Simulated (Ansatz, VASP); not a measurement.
# AlN in two plane-wave programs

One calculation is typed for both programs; each brings its own data sets. How far apart do they land? The cell is taken from a series of runs on this material, whose earlier steps may have relaxed, scaled, displaced or heated it; both programs get it as it stands.

Main program and level: Ansatz 0.2.0; plane waves, with VASP 6.6.1 beside it; HSE06 form with 5 % exact exchange, screening 0.2078 1/A with an exact-exchange share of 0.05.

## (1) Set-up

It takes space group P6_3mc (No. 186, hexagonal). The conventional cell has a = 3.113 Å, b = 3.113 Å, c = 4.981 Å, α = 90.00°, β = 90.00°, γ = 120.00°. Nearest to Al lie 4 N at 1.89 Å. Nearest to N lie 4 Al at 1.89 Å. Farther neighbours and most contacts between anions are not listed.

## (2) Ansatz: G0W0 gap, HSE06 form with 5 % exact exchange, screening 0.2078 1/A with an exact-exchange share of 0.05

Ansatz runs on its PAW soft_1 files.

Quasiparticle shifts depend on high empty states and on the cores, so they are the hardest test of two PAW sets.

input.yaml reads:

```yaml
crystal:
  lattice:
    - [3.113, 0.0, 0.0]
    - [-1.5565, 2.695937082, 0.0]
    - [0.0, 0.0, 4.981]
  atoms:
    - { symbol: Al, position: [0.3333333333, 0.6666666667, 0.0] }
    - { symbol: Al, position: [0.6666666667, 0.3333333333, 0.5] }
    - { symbol: "N", position: [0.3333333333, 0.6666666667, 0.38] }
    - { symbol: "N", position: [0.6666666667, 0.3333333333, 0.88] }
kpoints:
  mp_grid: { grid: [9, 9, 4] }
hamiltonian:
  xc:
    exchange: pbe
    correlation: pbe
    exx: { coeff: 0.05, omega: 0.2078 }
  pseudopotentials: { kind: paw, azcp: { folder: soft_1 } }
scf:
  occupations: { method: fixed }
gw:
  n_empty_bands: 174
  ecut_chi: 150.0
  qp_bands: [v2, c2]
  qp_kpoints: band_edges
  screening: { model: contour_deformation }
```

Command:

```
> ansatz run input.yaml --threads 3 --pin off --max-ram 92160MiB --backend cuda --events-out ev --progress --plain --runs-dir out --devices 1 --max-vram 13GiB
```

Numbers of over 12 decimals in the logs are rounded to 6 here.

The program printed:

```text
GPUs: using 1 of 1 available (devices: 1).
Engine: ansatz 0.2.0, x86_64-unknown-linux-gnu
Pseudopotentials: kind: paw
Pseudopotential: Al, paw, valence charge 3, recommended cutoff 420 eV (normal), soft_1/Al.paw.azcp
Pseudopotential: N, paw, valence charge 5, recommended cutoff 420 eV (normal), soft_1/N.paw.azcp
Functional definition: unnamed
  parameter a_1 = 0.05
  parameter omega_1 = 0.2078/angstrom
  exchange = pbe_x + (-a_1)*pbe_x_sr(omega_1) + a_1*exact_x_sr(omega_1)
  correlation = pbe_c
davidson cushion auto → on  (no smearing: the cushion is to keep the highest requested band from converging to the state above it; pin scf.eigensolver.cushion to override)
device memory: the entry about to start is reckoned to put 0.7 GiB on a device that reports 30.0 GiB free (of which the cap on the GPU budget leaves the run 13.0 GiB)
GPU FFT provider: cuFFT
GPU libraries: cuBLAS 13.8.2, cuFFT 12.4.0, cuSOLVER 12.3.4
Crystal: 4 atoms, lattice volume = 41.803 Å³
Basis set: ecut = 420 eV, 809 PW (Γ)
Bands: 12, of which v1, the nominal top of the filled ones, is band 8 counted from 1 (7 counted from 0)
Symmetry: 12 space group operations
Space group: P63mc (ITA 186), of the structure as read, at distance tolerance 3.5e-5 Å
k-points: 36 of 324 (time reversal used)
Non-local potential: Al, projectors of the file, l = 0: 2, l = 1: 2, l = 2: 1
Non-local potential: N, projectors of the file, l = 0: 2, l = 1: 2, l = 2: 1
PAW form: soft (Blöchl's): semilocal exchange-correlation on the pseudo side does not see the compensation charge
PAW frozen core: Al, regenerated for the run's functional, and the local potential with it (the file was generated under x = pbe(κ = 0.804, μ = 0.219515), c = pbe(β = 0.066725))
PAW frozen core: N, regenerated for the run's functional, and the local potential with it (the file was generated under x = pbe(κ = 0.804, μ = 0.219515), c = pbe(β = 0.066725))
PAW one-centre angular grid: Al, 110 points (default); XC on 64 Gauss nodes
PAW one-centre angular grid: N, 110 points (default); XC on 64 Gauss nodes
Initial density: superposition of atomic densities (chi_scale 0.1, normalization cell, long waves kept (reshape's long-wave potential 0.00 eV rms))
Initial wavefunctions: pseudopotential atomic-orbital guess
GPU buffer pool allocated for 20736 grid points (all kernels)
GPU transforms: local potential and band sums: pruned to the plane-wave sphere, on 24×24×36
Functional: x = pbe(κ = 0.804, μ = 0.219515), c = pbe(β = 0.066725), warm-up for x = pbe(κ = 0.804, μ = 0.219515) + 0.05 (exact − pbe) at short range (hse, ω = 0.2078 Å⁻¹), c = pbe(β = 0.066725)
SCF iter   1: F=—  HF=-1851.403173 eV  |F-HF|=—  |Δ(HF+E_count)|=         —  Δρ=1.39e-1  dr2=9.86e0  ethr=1.00e-1  ⟨swp⟩=4.4  Hψ=1692  notcnv=0
preconditioner: auto → none  [insulator: Δε(μ)=5.474 eV  Ē_g=14.257 eV  n_scr=2 (ndim 8)  ℏωp=23.0 eV  f_vac=0.000]
SCF iter   2: F=—  HF=-1848.916968 eV  |F-HF|=—  |Δ(HF+E_count)|=    2.49e0  Δρ=7.61e-2  dr2=1.44e0  ethr=6.16e-2  ⟨swp⟩=3.0  Hψ=1244  notcnv=0
iter 3 solved again at ethr=7.48e-4 eV; its pass at ethr=8.98e-3 eV (dr2=1.20e-1 eV) is discarded
SCF iter   3: F=—  HF=-1848.520826 eV  |F-HF|=—  |Δ(HF+E_count)|=   3.96e-1  Δρ=2.42e-2  dr2=1.19e-1  ethr=7.48e-4  ⟨swp⟩=2.3  Hψ=2135  notcnv=0  defer=1
SCF iter   4: F=—  HF=-1848.508645 eV  |F-HF|=—  |Δ(HF+E_count)|=   1.22e-2  Δρ=3.56e-3  dr2=2.49e-3  ethr=7.46e-4  ⟨swp⟩=2.0  Hψ=1008  notcnv=0
SCF iter   5: F=-1848.507893 eV  HF=-1848.508067 eV  |F-HF|=1.74e-4  |Δ(HF+E_count)|=   5.78e-4  Δρ=1.23e-3  dr2=2.66e-4  ethr=1.55e-5  ⟨swp⟩=4.1  Hψ=1386  notcnv=0  defer=4
SCF 1 stopped early in 5 iterations: F = -1848.507893 eV  dr2 = 2.66e-4
  greatest PAW one-centre occupation: 0.790 electrons in one spin orbital (limit 2), on the N atom at site 3 (counted from 0), in its partial waves of l = 0
device memory: the entry about to start is reckoned to put 1.5 GiB on a device that reports 29.9 GiB free (of which the cap on the GPU budget leaves the run 13.0 GiB)
GPU FFT provider: cuFFT
GPU libraries: cuBLAS 13.8.2, cuFFT 12.4.0, cuSOLVER 12.3.4
Initial density: handed on by an earlier stage of this run
Initial wavefunctions: those handed on with the density
GPU buffer pool allocated for 20736 grid points (all kernels)
GPU transforms: local potential and band sums: pruned to the plane-wave sphere, on 24×24×36
Functional: x = pbe(κ = 0.804, μ = 0.219515) + 0.05 (exact − pbe) at short range (hse, ω = 0.2078 Å⁻¹), c = pbe(β = 0.066725)
[...]
E sigma→0 (E₀):  -1848.685193 eV
Fermi energy:    6.932162 eV
--- Per-component energies (eV) ---
  E_band       = 25.793513
  E_kinetic    = 313.588520
  E_local      = -420.836478  (includes V_loc(G=0)·N_el)
  E_nonlocal   = 88.683197
  E_hartree    = 155.601125
  E_xc         = -190.710118
  E_vxc        = -205.732559  (∫ρ·V_xc dr)
  E_exx        = -7.148342  (= α·E_x^exact, valence–valence)
  E_paw        = -1196.174399  (= ΣΔE_a)
  E_vpaw       = -46.816906  (= ΣTr[D̂ρ^β])
  E_aug_tail   = 0.001779  (compensation charges beyond the density's cutoff)
  E_ewald      = -591.663270
  E_core_change = -0.027207  (= ΣΔE_core)
  E_smearing   = -0.000000  (= −TS)
  E_closure    = -0.000000  (closes the sum)
  Σ components = -1848.685193   (vs F -1848.685193, Δ=0.00e0)
--- Band table (eV; the first three rows and the last of 36) ---
  k-point 0: bands = ["-8.5085", "-6.3416", "0.8714", "6.0874", "6.0874", "6.7495", "6.7495", "6.9322", "11.4122", "13.8930"]
  k-point 1: bands = ["-8.2690", "-6.7774", "1.6790", "5.7223", "6.1795", "6.1795", "6.6475", "6.6475", "12.3748", "14.0130"]
  k-point 2: bands = ["-7.6112", "-7.6112", "3.5696", "3.5696", "6.4085", "6.4085", "6.4085", "6.4085", "13.6931", "13.6931"]
  k-point 35: bands = ["-5.9470", "-5.9470", "2.0503", "2.0503", "3.0545", "3.0545", "6.1403", "6.1403", "14.6568", "14.6568"]
  guard bands above this table: 2 of the run's 12 bands. The solve was not asked for them (output.publish_guard_bands: true or output.eigenvalues: true publishes all)
--- G₀W₀: contour deformation, 6 samples at zero and on the imaginary axis and 2 off it, 324 q-points, 174 empty bands' worth ---
  eigenvalues of the whole cell's RPA ε∞ on this k-mesh (on a slab, of 1 + 4πα/V) = 4.0275, 4.0275, 4.2081; static W/v taken at q = 0 is 0.243656
  bands read: the sum over 182 bands ends inside a degenerate multiplet in 1 slot, whose members it reads at an even weight; the widest, k=0: bands 182 to 183 (counted from 1) at 1/2 each
  gw.qp_kpoints: band_edges: 19 of 36 stored k-points solved, in 1 pass; an edge of the gap read off the rows below is read off those points alone
    valence top: of the k-points left out ik 7 came nearest to being solved in a further pass, in band 8 (counted from 1, as in the quasiparticle table): it holds the edge there only if its correction is more favourable than any solved in that band by at least 0.530 eV; those differ by 0.222 eV
    conduction bottom: of the k-points left out ik 25 came nearest to being solved in a further pass, in band 9 (counted from 1, as in the quasiparticle table): it holds the edge there only if its correction is more favourable than any solved in that band by at least 0.903 eV; those differ by 0.393 eV
    ik  band        ε_KS         Σx   Σc(E_QP)       V_xc       Z   E_QP_lin       E_QP  E_QP is
     0     7      6.7495   -21.6886     2.9991   -17.8409  0.7879     5.8947     5.9009  root
     0     8      6.9322   -21.7827     2.9789   -17.9778  0.7875     6.1004     6.1062  root
     0     9     11.4122    -9.7547    -3.8714   -14.3194  0.8221    12.1084    12.1055  root
     0    10     13.8930    -7.9171    -4.3685   -13.0629  0.8285    14.6747    14.6704  root
     1     7      6.6475   -21.6962     3.0347   -17.7993  0.7874     5.7789     5.7854  root
     1     8      6.6475   -21.6962     3.0347   -17.7993  0.7874     5.7789     5.7854  root
     1     9     12.3748   -10.0674    -3.9637   -14.7771  0.8160    13.1244    13.1207  root
     1    10     14.0130    -8.2014    -4.4011   -13.3942  0.8243    14.8093    14.8047  root
     2     7      6.4085   -21.6958     3.1040   -17.7016  0.7863     5.5112     5.5183  root
     2     8      6.4085   -21.6958     3.1040   -17.7016  0.7863     5.5112     5.5183  root
     2     9     13.6931    -9.3108    -4.3328   -14.4563  0.8137    14.5109    14.5059  root
     2    10     13.6931    -9.3108    -4.3328   -14.4563  0.8137    14.5109    14.5059  root
     3     7      6.7217   -21.7494     3.0182   -17.8792  0.7876     5.8633     5.8696  root
     3     8      6.8613   -21.7808     2.9984   -17.9487  0.7872     6.0216     6.0276  root
     3     9     12.1072   -10.0992    -3.9141   -14.7456  0.8172    12.8429    12.8395  root
     3    10     14.5080    -8.1125    -4.4600   -13.3911  0.8235    15.3317    15.3266  root
     4     7      6.4781   -21.5627     3.0665   -17.6133  0.7866     5.5882     5.5952  root
     4     8      6.5883   -21.7127     3.0534   -17.7901  0.7871     5.7125     5.7191  root
     4     9     12.8186    -9.9792    -4.0601   -14.8085  0.8134    13.5919    13.5878  root
     4    10     14.5910    -8.3929    -4.5047   -13.7273  0.8186    15.4261    15.4207  root
     5     7      6.2833   -21.6320     3.1271   -17.5998  0.7859     5.3707     5.3782  root
     5     8      6.2833   -21.6320     3.1271   -17.5998  0.7859     5.3707     5.3782  root
     5     9     14.0463    -9.2623    -4.4099   -14.4956  0.8097    14.8752    14.8698  root
     5    10     14.0463    -9.2623    -4.4099   -14.4956  0.8097    14.8752    14.8698  root
[...]
33     7      4.5277   -20.7601     3.4645   -16.2479  0.7762     3.4671     3.4801  root
    33     8      4.5277   -20.7601     3.4645   -16.2479  0.7762     3.4671     3.4801  root
    33     9     12.2513    -4.8438    -4.1144    -9.3885  0.8383    12.6829    12.6817  root
    33    10     15.6128    -7.5947    -4.8031   -13.2067  0.7988    16.4285    16.4216  root
    35     7      6.1403   -21.7333     3.1668   -17.6531  0.7846     5.2190     5.2268  root
    35     8      6.1403   -21.7333     3.1668   -17.6531  0.7846     5.2190     5.2268  root
    35     9     14.6568    -6.7749    -4.5622   -12.0232  0.8107    15.3472    15.3429  root
    35    10     14.6568    -6.7749    -4.5622   -12.0232  0.8107    15.3472    15.3429  root
```

In the SCF lines HF is the Harris–Foulkes energy and dr2 the Hartree energy of the density residual, in eV; the loop may stop once dr2 is under the threshold and the program's other checks hold. Hψ counts applications of the Hamiltonian.

(Part 1 of 2 ends here.)

[Lines on the potential files, build, host, timing and source positions are cut from VASP's logs without a mark.]

[Logs are printed without paths, hosts, clocks, repeated set-up lines and the standing remarks that a program may print on its own settings, such as how far it seeks lower states.]

[Hosts, paths, dates, database ids (printed as entryN), source tags and the programs' standing remarks are cut or masked in the printed files.]
